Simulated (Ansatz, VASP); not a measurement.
## Two plane-wave programs on CsLi2

INCAR

```
PREC = Accurate ; ENCUT = 600
EDIFF = 1E-7 ; ISMEAR = -1
SIGMA = 0.05 ; LREAL = False
LASPH = True ; NELM = 80
ALGO = Normal ; ISIF = 3
LWAVE = False ; LCHARG = False
GGA = B5 ; ALDAX = 1.0
AGGAX = 1.0 ; AGGAC = 1.0
ALDAC = 0.0 ; IBRION = 2
NSW = 40 ; EDIFFG = -0.01
```

The input KPOINTS:

```
regular mesh
0
Gamma
  8 8 3
```

The input POSCAR:

```
CsLi2
1.0
    3.9663300000      0.0000000000      0.0000000000
   -1.9831700000      3.4349500000      0.0000000000
    0.0000000000      0.0000000000     10.0283800000
Cs Li
1 2
Direct
    0.0000000000      0.0000000000      0.0000000000
    0.3333300000      0.6666700000      0.3486300000
    0.3333300000      0.6666700000      0.6513700000
```

File input.yaml:

```yaml
crystal:
  lattice:
    - [3.96633, 0.0, 0.0]
    - [-1.98317, 3.43495, 0.0]
    - [0.0, 0.0, 10.02838]
  atoms:
    - { symbol: Cs, position: [0.0, 0.0, 0.0] }
    - { symbol: Li, position: [0.33333, 0.66667, 0.34863] }
    - { symbol: Li, position: [0.33333, 0.66667, 0.65137] }
hamiltonian:
  xc: blyp
  pseudopotentials: { kind: paw }
kpoints:
  mp_grid: { grid: [8, 8, 3] }
scf:
  occupations: { method: fermi_dirac, width: 0.05 }
output:
  forces: true
  stress: true
  eigenvalues: true
  write_density: true
  write_potential: true
  elf: true
  volumetric_format: npy
relax:
  f_tol: 0.01
  max_steps: 40
  cell: { stress_tol: 0.05 }
```

The cell was built by a generator and needn't be a form met in nature.

Alike in both runs: task relaxation of cell and atoms; functional BLYP; k mesh 8 × 8 × 3; occupations fermi-dirac, width 0.05 eV; no spin polarisation.

|  | VASP | Ansatz |
| --- | --- | --- |
| version | VASP 6.6.1 | Ansatz 0.2.0 |
| potentials or method | VASP PAW PBE potentials, release 64 (Cs_sv, Li_sv) | Ansatz PAW |
| plane-wave cutoff (eV) | 600 | 420 |
| valence electrons in the cell | 15 | 15 |

Ansatz gave:

| Property | Result |
| --- | --- |
| gap on the k mesh at the Fermi level, each at its own relaxed structure (eV) | none |
| relaxed volume (Å³/atom) | 52.25 |
| relaxed cell length with the largest relative difference (Å) | 4.236 |
| energy change over the relaxation (meV/atom) | -9 |

Q: Which values does VASP return?

A: gap on the k mesh at the Fermi level, each at its own relaxed structure (eV): none; relaxed volume (Å³/atom): 51.79; relaxed cell length with the largest relative difference (Å): 4.216; energy change over the relaxation (meV/atom): -8.

A gap of «none» marks a metal or a gap that the smearing closes.

Caveats: the cutoff is under 1.25 times the usual one of these potentials, so pressure, stress and relaxed cells hold a basis-set (Pulay) error (VASP); the PAW data sets were made with another functional, which shifts forces and pressure a little (VASP); the plane-wave basis is chosen anew once the cell has moved, so the energies of steps on either side of that aren't comparable (Ansatz); the PAW data sets come from PBE, with cores solved anew for the run's functional, which leaves a small shift of forces and pressure (Ansatz). The runs have no spin-orbit coupling, so splittings on Cs are missing.
